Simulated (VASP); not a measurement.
Method: PBE GGA, VASP's PBE PAW potentials (set 64) (plane waves; VASP).

VASP ran on this input.

File POSCAR:
```
Be
7.035380
  0.1598709665  -0.2851253237   0.0000000000
  0.1598709665   0.2851253237   0.0000000000
  0.0000000000   0.0000000000   0.5000000000
Be
2
Direct
  0.3333330000   0.6666670000   0.2500000000
  0.6949610000   0.3616270000   0.7500000000
```

File KPOINTS:
```
Regular mesh
0
G
 17 17 9
```

### INCAR
```
ALGO = Normal
EDIFF = 1E-6
ENCUT = 400
GGA = PE
ISIF = 2
ISMEAR = 1
LASPH = .True.
LCHARG = .False.
LREAL = .False.
LWAVE = .False.
NELM = 100
PREC = Accurate
SIGMA = 0.01
SYSTEM = Be
```

POTCAR, in this order: Be (PBE.64 set). Program: vasp_std.

Question: What will the output report for the number of irreducible k-points (NKPTS), number of bands (NBANDS), largest plane-wave count, number of space-group operations, FFT grid (NGX, NGY, NGZ)?

Answer: 
```yaml
number of irreducible k-points (NKPTS): 725
number of bands (NBANDS): 6
largest_plane_wave_count: 298
number_of_space_group_operations: 4
FFT grid (NGX, NGY, NGZ): 16 × 16 × 24
```

The compound is Be in the hcp structure. The cell was not relaxed at this level, atoms are displaced from their ideal sites. The run is one of a series of settings (SIGMA = 0.01 against the base run), some of them coarse on purpose.
